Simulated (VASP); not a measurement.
Data:

```
CELL_PARAMETERS angstrom
      4.89688     0.00000     0.00000
      0.00000     4.89688     0.00000
      0.00000     0.00000     4.89688
ATOMIC_POSITIONS crystal
  Ge 0.16570 0.33430 0.66570
  Ge 0.33430 0.66570 0.16570
  Ge 0.66570 0.16570 0.33430
  Ge 0.83430 0.83430 0.83430
  Rh 0.88139 0.61861 0.38139
  Rh 0.61861 0.38139 0.88139
  Rh 0.38139 0.88139 0.61861
  Rh 0.11861 0.11861 0.11861
```

The numbers are results of r2SCAN meta-GGA, VASP's PBE PAW potentials (set 64) (plane waves; VASP), not measurements. Settings: 400 eV cut-off, 7×7×7 Γ-centred mesh, tetrahedra with Blöchl corrections, potentials Ge_d Rh_pv.

Question: Give the energies of bands 49 to 62 at the high-symmetry points, in eV from the Fermi level.

Answer: 
| band | Γ | X | M | R | X1 |
|---|---|---|---|---|---|
| 49 | -2.63 | -3.00 | -2.78 | -2.10 | -3.00 |
| 50 | -2.63 | -3.00 | -2.78 | -2.10 | -3.00 |
| 51 | -2.63 | -2.44 | -2.45 | -2.10 | -2.44 |
| 52 | -1.33 | -2.44 | -2.45 | -2.10 | -2.44 |
| 53 | -1.33 | -1.72 | -2.11 | -1.67 | -1.72 |
| 54 | -1.22 | -1.72 | -2.11 | -1.67 | -1.72 |
| 55 | -1.22 | -0.93 | -1.62 | -1.67 | -0.93 |
| 56 | -1.22 | -0.93 | -1.62 | -1.67 | -0.93 |
| 57 | -0.20 | -0.71 | 0.19 | -0.33 | -0.71 |
| 58 | -0.20 | -0.71 | 0.19 | -0.33 | -0.71 |
| 59 | -0.20 | 1.35 | 0.47 | -0.33 | 1.35 |
| 60 | 2.29 | 1.35 | 0.47 | -0.33 | 1.35 |
| 61 | 2.29 | 1.63 | 2.10 | 3.91 | 1.63 |
| 62 | 2.29 | 1.63 | 2.10 | 3.91 | 1.63 |

It has no gap at this level: it comes out as a metal or semimetal.

The structure comes from a computed database's GeRh entry (P2_13); how it stands against other phases isn't given here. It was relaxed first.
